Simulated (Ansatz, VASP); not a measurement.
## One calculation of MnH2Se2, two programs

```
Mn Se H
1.0
     2.02744    3.51163    0.00000
    -2.02744    3.51163    0.00000
     0.00000    0.00000    5.58951
Mn Se H
1 2 2
Direct
  0.00000 0.00000 0.00000
  0.33330 0.33340 0.22600
  0.66670 0.66660 0.77400
  0.33330 0.33340 0.44600
  0.66670 0.66660 0.55400
```

The cell was built by a generator and needn't be a form met in nature.

Alike in both runs: task single point; functional HSE06; k mesh 3 × 3 × 2; no spin polarisation.

|  | VASP | Ansatz |
| --- | --- | --- |
| version | VASP 6.6.1 | Ansatz 0.2.0 |
| potentials or method | VASP PAW PBE potentials, release 64 (Mn_pv, Se, H) | PAW plane waves |
| plane-wave cutoff (eV) | 520 | 420 |
| occupations | fermi-dirac, width 0.1 eV | fermi-dirac |
| valence electrons in the cell | 27 | 49 |

|  | VASP | Ansatz | Ansatz less VASP |
| --- | --- | --- | --- |
| pressure (GPa) | 8.2 | 8.5 | +0.31 |
| largest component of the traceless stress (GPa) | 33.60 | 33.65 | +0.041 |
| rms of the force components (eV/Å) | 5.035 | 5.125 | +0.0904 |

Atom by atom the forces differ by 0.100 eV/Å (rms over components). The two sets of potentials don't hold the same shells in valence. Ansatz warned: «filled_band_counts_differ_across_k_points».

Caveats: the k mesh is coarse (spacing up to 0.60 Å⁻¹), so the values aren't converged, least of all with exact exchange; the PAW data sets were made with another functional, which shifts forces and pressure a little (VASP); the run has no spin polarisation, though such a crystal can be magnetic. Spin polarisation is off, so any magnetic state and its effect on volume and gap are missing.
